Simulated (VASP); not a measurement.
Given:

```yaml
crystal:
  lattice:
    - [0.00000, 3.20588, 3.20588]
    - [3.20588, 0.00000, 3.20588]
    - [3.20588, 3.20588, 0.00000]
  atoms:
    - { symbol: Na, position: [0.00000, 0.00000, 0.00000] }
    - { symbol: I, position: [0.50000, 0.50000, 0.50000] }
```

The numbers are results of PBE GGA with D3 dispersion (zero damping), VASP's PBE PAW potentials (set 64) (plane waves; VASP 6.6.1), not measurements. Run with 520 eV cut-off, Gaussian smearing of 0.050 eV, potentials Na_pv I.

Unless said otherwise, spin-orbit coupling is left out, though it shifts the bands of the heavy elements here.

Problem. Give the energies of bands 5 to 10 at the high-symmetry points, in eV from the valence-band maximum.

Solution. 
```tsv
band	Γ	X	U	L	W
5	0.00	-2.00	-1.72	-2.28	-1.48
6	0.00	-0.78	-1.41	-0.30	-1.48
7	0.00	-0.78	-0.63	-0.30	-0.98
8	3.72	4.51	5.23	5.10	5.89
9	7.93	5.50	6.71	7.47	7.51
10	7.93	10.05	8.79	7.47	7.51
```

The gap is direct, 3.72 eV, from the valence maximum at Γ to the conduction minimum at Γ.

Measured: gap 5.90 eV (computed value off by -2.18 eV), as given by Abedi et al., (2022), arXiv:2211.14644.

The compound is NaI in the rock salt structure. It was relaxed first.
